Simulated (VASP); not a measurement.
```
CELL_PARAMETERS angstrom
      0.00000     2.76729     2.76729
      2.76729     0.00000     2.76729
      2.76729     2.76729     0.00000
ATOMIC_POSITIONS crystal
  Ba 0.00000 0.00000 0.00000
  O  0.50000 0.50000 0.50000
```

These are PBEsol GGA, VASP's PBE PAW potentials (set 64) (plane waves; VASP 6.6.1) values and carry that method's errors. Run with 520 eV cut-off, Gaussian smearing of 0.050 eV, potentials Ba_sv O.

Unless said otherwise, spin-orbit coupling is left out, though it shifts the bands of the heavy elements here.

Task: Predict the band gap (along the path) with the smallest direct gap where there is one.

Result: 
```yaml
band gap (along the path): 1.86 eV
smallest direct gap (along the path): 1.86 eV
```

The absolute energy has meaning only against runs of the same code, potentials and settings.

The structure was generated: BaO was put into the rock salt type (Fm-3m), which need not be its known phase. It was relaxed first, which changed the volume by -24 %.
